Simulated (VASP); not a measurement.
# NbTe (P-6m2) in VASP: a series of runs

The runs below take NbTe through single point, with PBE.

Program: VASP 6.6.1. These are calculated values, not measurements. Logs are shortened: lines on timing, memory, paths and dates and some standing lists are left out, and cuts for length are marked.

## Step 1: Starting point

The structure is hexagonal, space group P-6m2 (No. 187). Conventional cell: a = 3.703 Å, b = 3.703 Å, c = 3.694 Å, α = 90.00°, β = 90.00°, γ = 120.00°. Te (site symmetry -6m2) has 6 Nb at 2.83 Å as nearest neighbours. Around Nb (site symmetry -6m2) lie 6 Te at 2.83 Å.

The cell comes from a database or a generator and needn't be the stable form of this composition.

## Step 2: Single point, PBE

INCAR reads:

```
SYSTEM = NbTe
PREC     = Accurate       ! precision mode
ENCUT    = 500            ! plane-wave cutoff, eV
EDIFF    = 1E-7           ! SCF threshold, eV
ISMEAR   = 0              ! smearing method
SIGMA    = 0.02           ! smearing width, eV
LREAL    = .False.        ! projectors in reciprocal space
LASPH    = .True.         ! aspherical terms in the spheres
NELM     = 80             ! most SCF steps
ALGO     = Normal         ! electronic algorithm
ISIF     = 2              ! what is computed and relaxed
LWAVE    = .False.        ! write WAVECAR
LCHARG   = .False.        ! write CHGCAR
GGA      = PE             ! functional
```

KPOINTS reads:

```
regular mesh
0
Gamma
  4 4 4
  0 0 0
```

POSCAR reads:

```
NbTe
1.0
    3.7029743866      0.0000000000      0.0000000000
   -1.8514871933      3.2068698884      0.0000000000
    0.0000000000      0.0000000000      3.6942110000
Te Nb
1 1
Direct
    0.6666666667      0.3333333333      0.0000000000
    0.0000000000      0.0000000000      0.5000000000
```

Potentials or basis: VASP PAW PBE potentials, release 64 (Te_GW, Nb_sv_GW).

The run is started by

```console
cat potpaw_PBE.64/Te_GW/POTCAR potpaw_PBE.64/Nb_sv_GW/POTCAR > POTCAR
mpirun -np 1 vasp_std > vasp.out
```

OUTCAR:

```text
SYSTEM = NbTe
   PREC = Accurate
   ENCUT = 500
   EDIFF = 1E-7
   ISMEAR = 0
   LREAL = .False.
   LASPH = .True.
   NELM = 80
   ISIF = 2
   GGA = PE

 ion  position               nearest neighbor table
   1  0.667  0.333  0.000-   2 2.83   2 2.83   2 2.83   2 2.83   2 2.83   2 2.83
   2  0.000  0.000  0.500-   1 2.83   1 2.83   1 2.83   1 2.83   1 2.83   1 2.83

  LATTYP: Found a hexagonal cell.
 ALAT       =     3.7029743866
 C/A-ratio  =     0.9976334196

  Lattice vectors:

 A1 = (   3.7029743866,   0.0000000000,   0.0000000000)
 A2 = (  -1.8514871933,   3.2068698884,   0.0000000000)
 A3 = (   0.0000000000,   0.0000000000,   3.6942110000)

Analysis of symmetry for initial positions (statically):
=====================================================================
 Subroutine PRICEL returns:
 Original cell was already a primitive cell.

 Routine SETGRP: Setting up the symmetry group for a
 hexagonal supercell.

 Subroutine GETGRP returns: Found 12 space group operations
 (whereof 12 operations were pure point group operations)
 out of a pool of 24 trial point group operations.

The static configuration has the point symmetry D_3h.

Analysis of symmetry for dynamics (positions and initial velocities):
=====================================================================
 Subroutine PRICEL returns:
 Original cell was already a primitive cell.

 Routine SETGRP: Setting up the symmetry group for a
 hexagonal supercell.

 Subroutine GETGRP returns: Found 12 space group operations
 (whereof 12 operations were pure point group operations)
 out of a pool of 24 trial point group operations.

The dynamic configuration has the point symmetry D_3h.

 Subroutine INISYM returns: Found 12 space group operations
 (whereof 12 operations are pure point group operations),
 and found     1 'primitive' translations

----------------------------------------------------------------------------------------

                                     Primitive cell

  volume of cell :      43.8686

  direct lattice vectors                    reciprocal lattice vectors
     3.702974387  0.000000000  0.000000000     0.270053178  0.155915275  0.000000000
    -1.851487193  3.206869888  0.000000000     0.000000000  0.311830550  0.000000000
     0.000000000  0.000000000  3.694211000     0.000000000  0.000000000  0.270693796

  length of vectors
     3.702974387  3.702974387  3.694211000     0.311830550  0.311830550  0.270693796

  position of ions in fractional coordinates (direct lattice)
     0.666666667  0.333333333  0.000000000
     0.000000000  0.000000000  0.500000000

  ion indices of the primitive-cell ions
   primitive index   ion index
                 1           1
                 2           2

----------------------------------------------------------------------------------------

 KPOINTS: regular mesh

Automatic generation of k-mesh.
 Grid dimensions read from file:
 generate k-points for:    4    4    4

 Generating k-lattice:

  Cartesian coordinates                     Fractional coordinates (reciprocal lattice)
     0.067513294  0.038978819  0.000000000     0.250000000  0.000000000  0.000000000
     0.000000000  0.077957637  0.000000000     0.000000000  0.250000000  0.000000000
     0.000000000  0.000000000  0.067673449     0.000000000  0.000000000  0.250000000

  Length of vectors
     0.077957637  0.077957637  0.067673449

  Shift w.r.t. Gamma in fractional coordinates (k-lattice)
     0.000000000  0.000000000  0.000000000

 Subroutine IBZKPT returns following result:
 ===========================================

 Found     12 irreducible k-points:

 Following reciprocal coordinates:
            Coordinates               Weight
  0.000000  0.000000  0.000000      1.000000
  0.250000 -0.000000  0.000000      6.000000
  0.500000 -0.000000  0.000000      3.000000
  0.250000  0.250000  0.000000      6.000000
  0.000000  0.000000  0.250000      2.000000
  0.250000 -0.000000  0.250000     12.000000
  0.500000 -0.000000  0.250000      6.000000
  0.250000  0.250000  0.250000     12.000000
  0.000000  0.000000  0.500000      1.000000
  0.250000 -0.000000  0.500000      6.000000
  0.500000 -0.000000  0.500000      3.000000
  0.250000  0.250000  0.500000      6.000000
   k-points           NKPTS =     12   k-points in BZ     NKDIM =     12   number of bands    NBANDS=     13
   number of dos      NEDOS =    301   number of ions     NIONS =      2
   total plane-waves  NPLWV =  21952
   dimension x,y,z NGX =    28 NGY =   28 NGZ =   28
   dimension x,y,z NGXF=    56 NGYF=   56 NGZF=   56
   ions per type =               1   1
   NGX,Y,Z   is equivalent  to a cutoff of  12.57, 12.57, 12.60 a.u.
   NGXF,Y,Z  is equivalent  to a cutoff of  25.14, 25.14, 25.20 a.u.
 SYSTEM =  NbTe
   PREC   = accura    normal or accurate (medium, high low for compatibility)
   ISTART =      0    job   : 0-new  1-cont  2-samecut
   ICHARG =      2    charge: 1-file 2-atom 10-const
   ISPIN  =      1    spin polarized calculation?
   LNONCOLLINEAR =      F non collinear calculations
   LSORBIT =      F    spin-orbit coupling
   LASPH  =      T    aspherical Exc in radial PAW
   ENCUT  =  500.0 eV  36.75 Ry    6.06 a.u.   6.75  6.75  6.74*2*pi/ulx,y,z
   NELM   =     80;   NELMIN=  2; NELMDL= -5     # of ELM steps
   EDIFF  = 0.1E-06   stopping-criterion for ELM
   LREAL  =      F    real-space projection
[... 7 lines left out ...]
   TEBEG  =    0.0;   TEEND  =   0.0 temperature during run
   PSTRESS=    0.0 pullay stress
   NELECT =      19.0000    total number of electrons
   NUPDOWN=      -1.0000    fix difference up-down
   EMIN   =  10.00;   EMAX   =-10.00  energy-range for DOS
   EFERMI =   0.00;   METHOD = LEGACY
   ISMEAR =     0;   SIGMA  =   0.02  broadening in eV -4-tet -1-fermi 0-gaus
   EFERMI_NEDOS =   21; number of points for ismear=-14 and -15
   IALGO  =     38    algorithm
   IMIX   =      4    mixing-type and parameters
     AMIX     =   0.40;   BMIX     =  1.00
     AMIX_MAG =   1.60;   BMIX_MAG =  1.00
  volume/ion in A,a.u.               =      21.93       148.02
  Fermi-wavevector in a.u.,A,eV,Ry     =   1.238630  2.340671 20.874103  1.534203
  Thomas-Fermi vector in A             =   2.373147
   LORBIT       =      0    0 simple, 1 ext, 2 COOP (PROOUT), +10 PAW based schemes
   GGA     = PE    functional components
   LHFCALC =     F    Hartree Fock is set to
   AEXX    =    0.0000 exact exchange contribution
   IVDW    =     0    specifies the selected vdW correction
   LEPSILON=     F    determine dielectric tensor
   LRPA    =     F    only Hartree local field effects (RPA)
 non-spin polarized calculation
 Gauss-broadening in eV      SIGMA  =   0.02
  energy-cutoff  :      500.00
  volume of cell :       43.87
 maximum number of plane-waves:      1141
 NGX is ok and might be reduce to    28
   NGX = 13   NGY = 13   NGZ = 13

 number of electron      18.9999997 magnetization

 Free energy of the ion-electron system (eV)
  ---------------------------------------------------
  ext. energy  EPLUGINS =         0.00000000
  ---------------------------------------------------
  free energy    TOTEN  =       -14.89494020 eV

  energy without entropy =      -14.89434420  energy(sigma->0) =      -14.89464220

 E-fermi :  10.7639     XC(G=0): -11.2772

 val. band max:       10.7413514299   @ k =   0.2500  -0.0000   0.5000
 cond. band min:      10.7863741702   @ k =   0.2500  -0.0000   0.0000
 fundamental gap:      0.0450227403
 Fermi energy:        10.7638628000

 k-point     1 :       0.0000    0.0000    0.0000
  band No.  band energies     occupation
      1     -44.7305      2.00000
      2     -20.9791      2.00000
      3     -20.7237      2.00000
      4     -20.7237      2.00000
      5      -3.4346      2.00000
      6       7.6828      2.00000
      7       7.6828      2.00000
      8       7.8263      2.00000
      9       8.4807      2.00000
     10      10.9555      0.00000
     11      10.9555      0.00000
     12      13.2708      0.00000
     13      13.3233      0.00000

 k-point     2 :       0.2500   -0.0000    0.0000
  band No.  band energies     occupation
      1     -44.7256      2.00000
      2     -20.9672      2.00000
      3     -20.7904      2.00000
      4     -20.7394      2.00000
      5      -2.7366      2.00000
      6       5.4792      2.00000
      7       7.5308      2.00000
      8       7.9765      2.00000
      9       8.3661      2.00000
     10      10.7864      0.11143
     11      11.5786      0.00000
     12      12.4029      0.00000
     13      12.6386      0.00000

 k-point     3 :       0.5000   -0.0000    0.0000
  band No.  band energies     occupation
      1     -44.7212      2.00000
      2     -20.9555      2.00000
      3     -20.8565      2.00000
      4     -20.7553      2.00000
      5      -1.7721      2.00000
      6       3.6161      2.00000
      7       6.9947      2.00000
      8       8.1937      2.00000
      9       8.2080      2.00000
     10      10.6289      2.00000
     11      12.0944      0.00000
     12      12.3358      0.00000
     13      13.8509      0.00000

 k-point     4 :       0.2500    0.2500    0.0000
  band No.  band energies     occupation
      1     -44.7210      2.00000
      2     -20.9556      2.00000
      3     -20.8323      2.00000
      4     -20.7795      2.00000
      5      -1.8107      2.00000
      6       4.2894      2.00000
      7       6.2309      2.00000
      8       7.1041      2.00000
      9       9.7822      2.00000
     10      10.1427      2.00000
     11      11.0073      0.00000
     12      12.1831      0.00000
     13      14.6552      0.00000

 k-point     5 :       0.0000    0.0000    0.2500
  band No.  band energies     occupation
      1     -44.7276      2.00000
      2     -21.0356      2.00000
      3     -20.7185      2.00000
      4     -20.7185      2.00000
      5      -2.8648      2.00000
      6       5.1407      2.00000
      7       7.9828      2.00000
      8       7.9828      2.00000
      9      10.0295      2.00000
     10      10.0805      2.00000
     11      10.0805      2.00000
     12      13.3854      0.00000
     13      13.3854      0.00000

 k-point     6 :       0.2500   -0.0000    0.2500
  band No.  band energies     occupation
      1     -44.7229      2.00000
      2     -21.0203      2.00000
      3     -20.7824      2.00000
      4     -20.7330      2.00000
      5      -2.3159      2.00000
      6       5.3557      2.00000
      7       6.0834      2.00000
      8       7.5981      2.00000
      9       9.1173      2.00000
     10      10.5363      2.00000
     11      11.3178      0.00000
     12      12.7307      0.00000
     13      13.5753      0.00000

 k-point     7 :       0.5000   -0.0000    0.2500
  band No.  band energies     occupation
      1     -44.7186      2.00000
      2     -21.0050      2.00000
      3     -20.8460      2.00000
      4     -20.7477      2.00000
      5      -1.5960      2.00000
      6       4.0428      2.00000
      7       6.0164      2.00000
      8       7.1784      2.00000
      9       9.1012      2.00000
     10      11.4658      0.00000
     11      11.7576      0.00000
     12      12.9446      0.00000
     13      12.9452      0.00000

 k-point     8 :       0.2500    0.2500    0.2500
  band No.  band energies     occupation
      1     -44.7184      2.00000
      2     -21.0050      2.00000
      3     -20.8226      2.00000
      4     -20.7710      2.00000
      5      -1.6177      2.00000
      6       4.7804      2.00000
      7       5.6326      2.00000
      8       6.2785      2.00000
      9       9.4623      2.00000
     10      11.2493      0.00000
     11      12.0960      0.00000
     12      12.3527      0.00000
     13      13.5300      0.00000

 k-point     9 :       0.0000    0.0000    0.5000
  band No.  band energies     occupation
      1     -44.7243      2.00000
      2     -21.0907      2.00000
      3     -20.7131      2.00000
      4     -20.7131      2.00000
      5      -2.1009      2.00000
      6       3.3112      2.00000
      7       8.1953      2.00000
      8       8.1953      2.00000
      9       9.8945      2.00000
     10       9.8945      2.00000
     11      11.4786      0.00000
     12      12.4585      0.00000
     13      12.4585      0.00000

 k-point    10 :       0.2500   -0.0000    0.5000
  band No.  band energies     occupation
      1     -44.7204      2.00000
      2     -21.0728      2.00000
      3     -20.7747      2.00000
      4     -20.7267      2.00000
      5      -1.8004      2.00000
      6       4.0897      2.00000
      7       6.4597      2.00000
      8       7.2225      2.00000
      9       9.2341      2.00000
     10      10.7414      1.88857
     11      11.7836      0.00000
     12      12.1011      0.00000
     13      14.0350      0.00000

 k-point    11 :       0.5000   -0.0000    0.5000
  band No.  band energies     occupation
      1     -44.7163      2.00000
      2     -21.0544      2.00000
      3     -20.8354      2.00000
      4     -20.7403      2.00000
      5      -1.4121      2.00000
      6       4.8808      2.00000
      7       4.9213      2.00000
      8       6.5622      2.00000
      9       9.4816      2.00000
     10      12.0221      0.00000
     11      12.0760      0.00000
     12      12.6204      0.00000
     13      13.6410      0.00000

 k-point    12 :       0.2500    0.2500    0.5000
  band No.  band energies     occupation
      1     -44.7160      2.00000
      2     -21.0542      2.00000
      3     -20.8130      2.00000
      4     -20.7626      2.00000
      5      -1.4049      2.00000
      6       4.9053      2.00000
      7       4.9382      2.00000
      8       6.4890      2.00000
      9       9.3592      2.00000
     10      12.0051      0.00000
     11      12.3332      0.00000
     12      12.3896      0.00000
     13      14.0107      0.00000

------------------------ aborting loop because EDIFF is reached ----------------------------------------

  FORCE on cell =-STRESS in cart. coord.  units (eV):
  Direction    XX          YY          ZZ          XY          YZ          ZX
  --------------------------------------------------------------------------------------
  -------------------------------------------------------------------------------------
  Total       -0.1046334     -0.1046334     -0.9927027     -0.0000000      0.0000000      0.0000000
  in kB       -3.8214408     -3.8214408    -36.2556770     -0.0000000      0.0000000      0.0000000
  external PRESSURE =     -14.6328529 kB  Pullay stress =       0.0000000 kB

 VOLUME and BASIS-vectors are now :
 -----------------------------------------------------------------------------
  energy-cutoff  :      500.00
  volume of cell :       43.87
      direct lattice vectors                 reciprocal lattice vectors
     3.702974387  0.000000000  0.000000000     0.270053178  0.155915275  0.000000000
    -1.851487193  3.206869888  0.000000000     0.000000000  0.311830550  0.000000000
     0.000000000  0.000000000  3.694211000     0.000000000  0.000000000  0.270693796

 POSITION                                       TOTAL-FORCE (eV/Angst)
 -----------------------------------------------------------------------------------
      1.85149      1.06896      0.00000        -0.000000     -0.000000      0.000000
      0.00000      0.00000      1.84711         0.000000      0.000000      0.000000
 -----------------------------------------------------------------------------------
    total drift:                               -0.000000      0.000000     -0.000000

  FREE ENERGIE OF THE ION-ELECTRON SYSTEM (eV)
  ---------------------------------------------------
  free  energy   TOTEN  =       -14.8949402012 eV

  energy  without entropy=      -14.8943442006  energy(sigma->0) =      -14.89464220
```

Wall time 12 s (1 thread of Intel Xeon Platinum 8259CL at 2.50GHz (Skylake/Cascade Lake), shared host); peak memory 0.16 GiB.

What came out:

* Free energy: -14.8949 eV
* Pressure: -1.5 GPa
* Band gap on the k mesh: none (metal or under the smearing width)

Stress tensor (GPa, compression positive):
```
-0.38  0.00  0.00
 0.00 -0.38  0.00
 0.00  0.00 -3.63
```

Caveat: the k mesh is coarse (spacing up to 0.49 Å⁻¹), so the values aren't converged. The run has no spin-orbit coupling, so splittings on Te are missing.

## Step 3: Single point, PBE

INCAR reads:

```
SYSTEM = NbTe
ALGO = Fast ; EDIFF = 1E-6
ENCUT = 450 ; GGA = PE
ISIF = 2 ; ISMEAR = 0
LASPH = .TRUE. ; LCHARG = .TRUE.
LELF = .TRUE. ; LREAL = .FALSE.
LVHAR = .TRUE. ; LWAVE = .FALSE.
NBANDS = 16 ; NELM = 60
PREC = Accurate ; SIGMA = 0.02
```

KPOINTS reads:

```
k-points
0
G
  3 3 3
  0 0 0
```

POSCAR is that of step 2.

Potentials or basis: VASP PAW PBE potentials, release 64 (Te_GW, Nb_sv_GW).

The run is started by

```console
cat potpaw_PBE.64/Te_GW/POTCAR potpaw_PBE.64/Nb_sv_GW/POTCAR > POTCAR
mpirun -np 1 vasp_std > vasp.out
```

Run time: 12 s. Hardware: 1 thread of Intel Xeon Platinum 8259CL at 2.50GHz (Skylake/Cascade Lake), shared host; peak memory 0.15 GiB.

The run converged. Its results:

- Free energy: -14.6466 eV
- Pressure: 0.6 GPa
- Band gap on the k mesh: none (metal or under the smearing width)

Stress tensor (GPa, compression positive):
```
-2.60  0.00  0.00
 0.00 -2.60  0.00
 0.00  0.00  6.99
```

Levels at points of the mesh, in eV from the Fermi level:
```
           k point  band 8  band 9  band 10  band 11  band 12  band 13
(0.00, 0.00, 0.00)   -3.17   -2.57    -0.01    -0.01     2.24     2.24
```

Caveat: the k mesh is coarse (spacing up to 0.65 Å⁻¹), so the values aren't converged. Spin-orbit coupling is left out, which matters for the levels of Te.

## Step 4: Single point, PBE

INCAR reads:

```
ALGO = Normal ; EDIFF = 1E-7
ENCUT = 500 ; GGA = PE
ISIF = 2 ; ISMEAR = 0
LASPH = T ; LCHARG = F
LREAL = F ; LWAVE = F
NELM = 80 ; PREC = Accurate
SIGMA = 0.02
```

KPOINTS reads:

```
k-points
0
Gamma
  4 4 4
```

POSCAR is that of step 3.

The run is started by

```console
cat potpaw_PBE.64/Te_GW/POTCAR potpaw_PBE.64/Nb_sv_GW/POTCAR > POTCAR
mpirun -np 1 vasp_std > vasp.out
```

It took 6.7 s on 1 thread of Intel Xeon 6975P-C (Granite Rapids), shared host; peak memory 0.16 GiB.

The run converged. Its results:

| Property | Result |
| --- | --- |
| Free energy | -14.8949 eV |
| Pressure | -1.5 GPa |
| Band gap on the k mesh | none (metal or under the smearing width) |

Stress tensor (GPa, compression positive):
```
-0.38  0.00  0.00
 0.00 -0.38  0.00
 0.00  0.00 -3.63
```

Levels at points of the mesh, in eV from the Fermi level:
```
           k point  band 5  band 6  band 7  band 8  band 9  band 10  band 11  band 12  band 13
(0.00, 0.00, 0.00)  -14.20   -3.08   -3.08   -2.94   -2.28     0.19     0.19     2.51     2.56
(0.50, 0.00, 0.00)  -12.54   -7.15   -3.77   -2.57   -2.56    -0.13     1.33     1.57     3.09
(0.00, 0.00, 0.50)  -12.86   -7.45   -2.57   -2.57   -0.87    -0.87     0.71     1.69     1.69
(0.50, 0.00, 0.50)  -12.18   -5.88   -5.84   -4.20   -1.28     1.26     1.31     1.86     2.88
```

Caveat: the k mesh is coarse (spacing up to 0.49 Å⁻¹), so the values aren't converged. The run has no spin-orbit coupling, so splittings on Te are missing.

[end of part 1 of 2]
